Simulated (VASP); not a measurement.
# Al3InSb4 (ordered alloy cell): computed properties

Computed with PBEsol GGA, VASP's PBE PAW potentials (set 64) (plane waves; VASP).

| Item | Value |
|---|---|
| space group | R3m (160) |
| cell | a = 4.424 Å, b = 4.424 Å, c = 43.315 Å, α = 90.00°, β = 90.00°, γ = 120.00° |
| volume per atom | 30.59 Å³/atom |
| band gap (over mesh and band path) | 0.78 eV |
| smallest direct gap (over mesh and band path) | 0.78 eV |
| band-edge character | direct, Γ to Γ |
| density | 4.63 g/cm³ |

```xyz
8
Lattice="0.0000 3.1281 3.1281 3.1281 0.0000 3.1281 12.5067 12.5067 0.0055" Properties=species:S:1:pos:R:3 pbc="T T T"
In    12.4950    12.4950     0.0172
Sb     1.6412     1.6412     1.4868
Sb     4.7115     4.7115     1.5446
Sb     7.7937     7.7937     1.5905
Sb    10.8705    10.8705     1.6418
Al     6.3038     6.3038     6.2084
Al     9.3839     9.3839     6.2563
Al     9.3379     9.3379     0.0462
```

Unless said otherwise, spin-orbit coupling is left out, though it shifts the bands of the heavy elements here.

The structure was generated: Al3InSb4 was put into an ordered model structure (R3m), which need not be its known phase. It was relaxed first. Symmetry was kept, so distortions that lower it aren't found.
